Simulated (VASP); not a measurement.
Harmonic phonons of Pt3Ti (L1_2) from finite displacements in a 2×2×2 supercell. Mesh and cut-off are the supercell's.

Input:

```xyz
4
Lattice="3.8979 0.0000 0.0000 0.0000 3.8979 0.0000 0.0000 0.0000 3.8979" Properties=species:S:1:pos:R:3 pbc="T T T"
Ti     0.0000     0.0000     0.0000
Pt     0.0000     1.9489     1.9489
Pt     1.9489     0.0000     1.9489
Pt     1.9489     1.9489     0.0000
```

All values below come from PBEsol GGA, VASP's PBE PAW potentials (set 64) (plane waves; VASP 6.6.1). Run with 400 eV cut-off, 3×3×3 Γ-centred mesh, first-order Methfessel-Paxton smearing of 0.10 eV, potentials Ti_sv Pt.

The supercell is small, so branches between its commensurate points are interpolated roughly.

Question: Give the frequencies (cm⁻¹; imaginary ones negative) at the high-symmetry points.

Answer: 
```csv
branch,Γ,X,M,R
1,0,91,73,66
2,0,91,111,66
3,0,100,111,66
4,105,100,113,117
5,105,115,116,117
6,105,141,116,132
7,160,149,150,132
8,160,163,170,132
9,160,163,188,178
10,176,190,215,178
11,176,190,215,178
12,176,257,223,213
```
The highest frequency is 257 cm⁻¹. No branch is imaginary beyond numerical noise (20 cm⁻¹), so no instability shows on this path; only the points that fit the supercell are exact.

The compound is Pt3Ti in the L1_2 structure. It was relaxed first.
